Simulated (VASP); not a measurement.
Si (space group Fd-3m): the measured cell of entry 9011998 of the Crystallography Open Database is

```
CELL_PARAMETERS angstrom
      0.00000     2.71547     2.71547
      2.71547     0.00000     2.71547
      2.71547     2.71547     0.00000
ATOMIC_POSITIONS crystal
  Si 0.00000 0.00000 0.00000
  Si 0.25000 0.25000 0.25000
```

All values below come from PBE GGA with D3 dispersion (Becke-Johnson damping), VASP's PBE PAW potentials (set 64) (plane waves; VASP 6.6.1). Run with 400 eV cut-off, 9×9×9 Γ-centred mesh, tetrahedra with Blöchl corrections, potentials Si.

The calculation is for a static lattice at zero pressure; the measurement, at 298 K, holds thermal and zero-point expansion. The entry's conditions were not checked, so it may have been measured under pressure.

### Question
How far does the relaxed conventional cell lie from the measured one?

### Answer

|  | measured | computed | difference |
|---|---|---|---|
| a (Å) | 5.431 | 5.420 | -0.2 % |
| V (Å³/atom) | 20.02 | 19.90 | -0.6 % |

The structure comes from a measured Si entry (Fd-3m) of the Crystallography Open Database, whose conditions weren't checked. It was relaxed first. Symmetry was kept, so distortions that lower it aren't found.
